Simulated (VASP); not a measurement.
# Be2Co (Fmmm) in VASP: equation of state, part 2 of 2

VASP 6.6.1. The steps go on from the part before.

## Step 6: Equation of state, PBE, collinear spin, ferromagnetic start, 9.50 Å³/atom (volume scaled by 1.04)

INCAR reads:

```
SYSTEM = Be2Co
ALGO = Normal
EDIFF = 1E-7
ENCUT = 520
GGA = PE
ISIF = 2
ISMEAR = -1
ISPIN = 2
LASPH = .True.
LCHARG = .False.
LMAXMIX = 4
LORBIT = 11
LREAL = .False.
LWAVE = .False.
MAGMOM = 2 0 0
NBANDS = 18
NELM = 120
PREC = Accurate
SIGMA = 0.05
```

KPOINTS reads:

```
k-points
0
Gamma
  12 12 12
  0 0 0
```

POSCAR reads:

```
Be2Co
1.0
    0.0000000000      1.9447513704      5.4027160867
    1.3561077831      0.0000000000      5.4027160867
    1.3561077831      1.9447513704      0.0000000000
Co Be
1 2
Direct
    0.0000000000      0.0000000000      0.0000000000
    0.6639420000      0.6639420000      0.3360580000
    0.3360580000      0.3360580000      0.6639420000
```

Potentials or basis: VASP PAW PBE potentials, release 64 (Co, Be).

Command:

```sh
cat potpaw_PBE.64/Co/POTCAR potpaw_PBE.64/Be/POTCAR > POTCAR
mpirun -np 1 vasp_std > vasp.out
```

Wall time 7.1 min (1 thread of AMD EPYC 9R45 (Zen 5), shared host); peak memory 0.35 GiB.

Results (log left out):

- Free energy: -14.5882 eV
- Pressure: -6.1 GPa
- Largest force: 0.005 eV/Å
- Band gap on the k mesh: none (metal or under the smearing width)
- Net moment: 1.13 μB per cell
- Site moments: Co +1.16; Be -0.01 μB
- Valence electrons inside the program's atomic spheres: Co 8.43; Be 1.02

## Step 7: Equation of state, PBE, collinear spin, ferromagnetic start, 9.68 Å³/atom (volume scaled by 1.06)

INCAR reads:

```
PREC     = Accurate       # precision mode
ENCUT    = 520            # plane-wave cutoff, eV
EDIFF    = 1E-7           # SCF threshold, eV
ISMEAR   = -1             # smearing method
SIGMA    = 0.05           # smearing width, eV
LREAL    = F              # projectors in reciprocal space
LASPH    = T              # aspherical terms in the spheres
NELM     = 150            # most SCF steps
ALGO     = Normal         # electronic algorithm
ISIF     = 2              # what is computed and relaxed
LWAVE    = F              # write WAVECAR
LCHARG   = F              # write CHGCAR
ISPIN    = 2              # spin polarisation
MAGMOM   = 2 0 0          # initial moments
LORBIT   = 11             # projections on sites
LMAXMIX  = 4              # l up to which the mixer works
GGA      = PE             # functional
NBANDS   = 18             # bands
```

KPOINTS reads:

```
regular mesh
0
Gamma
  12 12 12
```

POSCAR reads:

```
Be2Co
1.0
    0.0000000000      1.9571386557      5.4371292189
    1.3647456451      0.0000000000      5.4371292189
    1.3647456451      1.9571386557      0.0000000000
Co Be
1 2
Direct
    0.0000000000      0.0000000000      0.0000000000
    0.6639420000      0.6639420000      0.3360580000
    0.3360580000      0.3360580000      0.6639420000
```

Potentials or basis: VASP PAW PBE potentials, release 64 (Co, Be).

Command:

```sh
cat potpaw_PBE.64/Co/POTCAR potpaw_PBE.64/Be/POTCAR > POTCAR
mpirun -np 1 vasp_std > vasp.out
```

OUTCAR:

```text
PREC = Accurate
   ENCUT = 520
   EDIFF = 1E-7
   ISMEAR = -1
   LREAL = F
   LASPH = T
   NELM = 150
   ISIF = 2
   ISPIN = 2
   LORBIT = 11
   GGA = PE

 Found    280 irreducible k-points:

 Following reciprocal coordinates:
            Coordinates               Weight
  0.000000  0.000000  0.000000      1.000000
  0.083333 -0.000000 -0.000000      8.000000
  0.166667  0.000000 -0.000000      8.000000
  0.250000 -0.000000 -0.000000      8.000000
  0.333333  0.000000 -0.000000      8.000000
  0.416667  0.000000  0.000000      8.000000
   k-points           NKPTS =    280   k-points in BZ     NKDIM =    280   number of bands    NBANDS=     18
   number of dos      NEDOS =    301   number of ions     NIONS =      3
   total plane-waves  NPLWV =  36288
   dimension x,y,z NGX =    48 NGY =   42 NGZ =   18
   dimension x,y,z NGXF=    96 NGYF=   84 NGZF=   36
   ions per type =               1   2
   NGX,Y,Z   is equivalent  to a cutoff of  13.81, 12.46, 12.54 a.u.
   NGXF,Y,Z  is equivalent  to a cutoff of  27.62, 24.91, 25.08 a.u.
 SYSTEM =  unknown system
   PREC   = accura    normal or accurate (medium, high low for compatibility)
   ISTART =      0    job   : 0-new  1-cont  2-samecut
   ICHARG =      2    charge: 1-file 2-atom 10-const
   ISPIN  =      2    spin polarized calculation?
   LNONCOLLINEAR =      F non collinear calculations
   LSORBIT =      F    spin-orbit coupling
   LASPH  =      T    aspherical Exc in radial PAW
   ENCUT  =  520.0 eV  38.22 Ry    6.18 a.u.  10.74 10.42  4.44*2*pi/ulx,y,z
   NELM   =    150;   NELMIN=  2; NELMDL= -5     # of ELM steps
   EDIFF  = 0.1E-06   stopping-criterion for ELM
   LREAL  =      F    real-space projection
   EDIFFG = 0.1E-05   stopping-criterion for IOM
   NSW    =      0    number of steps for IOM
   IBRION =     -1    ionic relax: 0-MD 1-quasi-New 2-CG
   NFREE  =      0    steps in history (QN), initial steepest desc. (CG)
   ISIF   =      2    stress and relaxation
   ISYM   =      2    0-nonsym 1-usesym 2-fastsym
   POTIM  = 0.5000    time-step for ionic-motion
   TEBEG  =    0.0;   TEEND  =   0.0 temperature during run
   PSTRESS=    0.0 pullay stress
   NELECT =      13.0000    total number of electrons
   NUPDOWN=      -1.0000    fix difference up-down
   EMIN   =  10.00;   EMAX   =-10.00  energy-range for DOS
   EFERMI =   0.00;   METHOD = LEGACY
   ISMEAR =    -1;   SIGMA  =   0.05  broadening in eV -4-tet -1-fermi 0-gaus
   EFERMI_NEDOS =   21; number of points for ismear=-14 and -15
   IALGO  =     38    algorithm
   IMIX   =      4    mixing-type and parameters
     AMIX     =   0.40;   BMIX     =  1.00
     AMIX_MAG =   1.60;   BMIX_MAG =  1.00
  volume/ion in A,a.u.               =       9.68        65.34
  Fermi-wavevector in a.u.,A,eV,Ry     =   1.252271  2.366449 21.336418  1.568182
  Thomas-Fermi vector in A             =   2.386179
   LORBIT       =     11    0 simple, 1 ext, 2 COOP (PROOUT), +10 PAW based schemes
   GGA     = PE    functional components
   LHFCALC =     F    Hartree Fock is set to
   AEXX    =    0.0000 exact exchange contribution
   IVDW    =     0    specifies the selected vdW correction
   LEPSILON=     F    determine dielectric tensor
   LRPA    =     F    only Hartree local field effects (RPA)
 spin polarized calculation
  energy-cutoff  :      520.00
  volume of cell :       29.05
 maximum number of plane-waves:       801
 NGX is ok and might be reduce to    48
   NGX = 21   NGY = 21   NGZ =  9

 number of electron      13.0000005 magnetization       1.1656997

 Free energy of the ion-electron system (eV)
  ---------------------------------------------------
  ext. energy  EPLUGINS =         0.00000000
  ---------------------------------------------------
  free energy    TOTEN  =       -14.56319987 eV

  energy without entropy =      -14.54575898  energy(sigma->0) =      -14.55447942

 E-fermi :   7.3408     XC(G=0): -11.3512

 val. band max:        7.3391297931   @ k =   0.3333   0.3333   0.0000
 cond. band min:       7.3416105102   @ k =  -0.2500   0.2500   0.0833
 fundamental gap:      0.0024807171
 Fermi energy:         7.3408471176

 spin component 1

 k-point     1 :       0.0000    0.0000    0.0000
  band No.  band energies     occupation
      1      -2.4455      1.00000
      2       1.2096      1.00000
      3       2.1734      1.00000
      4       4.2250      1.00000
      5       4.7585      1.00000
      6       5.7577      1.00000
[... 10 lines left out ...]
     17      29.6021      0.00000
     18      30.4260      0.00000

 k-point     2 :       0.0833   -0.0000   -0.0000
  band No.  band energies     occupation
      1      -2.2595      1.00000
      2       1.3236      1.00000
      3       2.3226      1.00000
      4       4.2464      1.00000
      5       4.8411      1.00000
      6       5.7540      1.00000
[... 10 lines left out ...]
     17      28.6767      0.00000
     18      30.6155      0.00000

 k-point     3 :       0.1667    0.0000   -0.0000
  band No.  band energies     occupation
      1      -1.7115      1.00000
      2       1.6395      1.00000
      3       2.7443      1.00000
      4       4.2690      1.00000
      5       5.0483      1.00000
      6       5.7900      1.00000
[... 34 lines left out ...]
 k-point     5 :       0.3333    0.0000   -0.0000
  band No.  band energies     occupation
      1       0.3256      1.00000
      2       2.5756      1.00000
      3       3.5517      1.00000
      4       4.6169      1.00000
      5       5.1745      1.00000
      6       6.0992      1.00000
[... 10 lines left out ...]
     17      26.0722      0.00000
     18      29.4954      0.00000

 k-point     6 :       0.4167    0.0000    0.0000
  band No.  band energies     occupation
      1       1.6139      1.00000
      2       2.9367      1.00000
      3       3.5906      1.00000
      4       4.6368      1.00000
      5       5.3764      1.00000
      6       6.0735      1.00000
[... 10 lines left out ...]
     17      25.7734      0.00000
     18      28.5749      0.00000

 [... further k-points ...]

 spin component 2

 k-point     1 :       0.0000    0.0000    0.0000
  band No.  band energies     occupation
      1      -2.4285      1.00000
      2       1.3574      1.00000
      3       2.1100      1.00000
      4       5.2724      1.00000
      5       5.5338      1.00000
      6       7.0873      0.99376
[... 10 lines left out ...]
     17      29.6354      0.00000
     18      30.5143      0.00000

 k-point     2 :       0.0833   -0.0000   -0.0000
  band No.  band energies     occupation
      1      -2.2423      1.00000
      2       1.4425      1.00000
      3       2.3155      1.00000
      4       5.2860      1.00000
      5       5.6174      1.00000
      6       7.0581      0.99651
[... 10 lines left out ...]
     17      28.8061      0.00000
     18      30.6578      0.00000

 k-point     3 :       0.1667    0.0000   -0.0000
  band No.  band energies     occupation
      1      -1.6925      1.00000
      2       1.7161      1.00000
      3       2.8752      1.00000
      4       5.2709      1.00000
      5       5.8546      1.00000
      6       7.0051      0.99879
[... 34 lines left out ...]
 k-point     5 :       0.3333    0.0000   -0.0000
  band No.  band energies     occupation
      1       0.3711      1.00000
      2       2.7893      1.00000
      3       4.2075      1.00000
      4       5.2177      1.00000
      5       5.9272      1.00000
      6       7.4581      0.08742
[... 10 lines left out ...]
     17      26.1711      0.00000
     18      29.4882      0.00000

 k-point     6 :       0.4167    0.0000    0.0000
  band No.  band energies     occupation
      1       1.7325      1.00000
      2       3.3830      1.00000
      3       4.3343      1.00000
      4       5.0098      1.00000
      5       5.6685      1.00000
      6       7.4133      0.19021
[... 10 lines left out ...]
     17      25.8644      0.00000
     18      28.5866      0.00000

 [... further k-points ...]

------------------------ aborting loop because EDIFF is reached ----------------------------------------

  FORCE on cell =-STRESS in cart. coord.  units (eV):
  Direction    XX          YY          ZZ          XY          YZ          ZX
  --------------------------------------------------------------------------------------
  -------------------------------------------------------------------------------------
  Total       -1.2961556     -2.1323129     -1.1685914      0.0000000      0.0000000      0.0000000
  in kB      -71.4981421   -117.6219966    -64.4614832      0.0000000      0.0000000      0.0000000
  external PRESSURE =     -84.5272073 kB  Pullay stress =       0.0000000 kB

 VOLUME and BASIS-vectors are now :
 -----------------------------------------------------------------------------
  energy-cutoff  :      520.00
  volume of cell :       29.05
      direct lattice vectors                 reciprocal lattice vectors
     0.000000000  1.957138656  5.437129219    -0.366368636  0.255475001  0.091960294
     1.364745645  0.000000000  5.437129219     0.366368636 -0.255475001  0.091960294
     1.364745645  1.957138656  0.000000000     0.366368636  0.255475001 -0.091960294

 POSITION                                       TOTAL-FORCE (eV/Angst)
 -----------------------------------------------------------------------------------
      0.00000      0.00000      0.00000         0.000000      0.000000     -0.000000
      1.36475      1.95714      7.21988         0.000000     -0.000000     -0.038854
      1.36475      1.95714      3.65438         0.000000     -0.000000      0.038854
 -----------------------------------------------------------------------------------
    total drift:                                0.000000     -0.000000      0.000000

  FREE ENERGIE OF THE ION-ELECTRON SYSTEM (eV)
  ---------------------------------------------------
  free  energy   TOTEN  =       -14.5631998705 eV

  energy  without entropy=      -14.5457589773  energy(sigma->0) =      -14.55447942

 total charge

# of ion       s       p       d       tot
------------------------------------------
    1        0.486   0.566   7.336   8.387
    2        0.395   0.608   0.000   1.002
    3        0.395   0.608   0.000   1.002
--------------------------------------------------
tot          1.275   1.781   7.336  10.392

 magnetization (x)

# of ion       s       p       d       tot
------------------------------------------
    1        0.001  -0.010   1.205   1.196
    2       -0.001  -0.012   0.000  -0.013
    3       -0.001  -0.012   0.000  -0.013
--------------------------------------------------
tot         -0.001  -0.033   1.205   1.170
```

Run time: 7.2 min. Hardware: 1 thread of AMD EPYC 9R45 (Zen 5), shared host; peak memory 0.35 GiB.

What came out:

```
Free energy                                           : -14.5632 eV
Pressure                                              : -8.5 GPa
Largest force                                         : 0.039 eV/Å
Band gap on the k mesh                                : none (metal or under the smearing width)
Net moment                                            : 1.17 μB per cell
Site moments                                          : Co +1.20; Be -0.01 μB
Valence electrons inside the program's atomic spheres : Co 8.39; Be 1.00
```

## Step 8: Equation of state, PBE, collinear spin, ferromagnetic start

Potentials or basis: VASP PAW PBE potentials, release 64 (Co, Be).

This step only gathers the single runs of the series.

Results:

| Item | Value |
| --- | --- |
| Equilibrium volume | 9.10 Å³/atom (rough: see the caveat) |
| Bulk modulus at fixed shape and positions | 145 GPa (rough) |

Energy against volume, from the lowest point:
```tsv
volume (Å³/atom)	energy (meV/atom)
8.586	13.54
8.768	5.35
8.951	1.15
9.134	0.00
9.316	2.28
9.499	7.74
9.682	16.06
```

Caveat: the fit is doubtful: noisy points or a state that changes with volume; the cell was scaled at fixed shape and fractional positions, which overstates the stiffness of a crystal with free parameters, most of all of layers and chains.
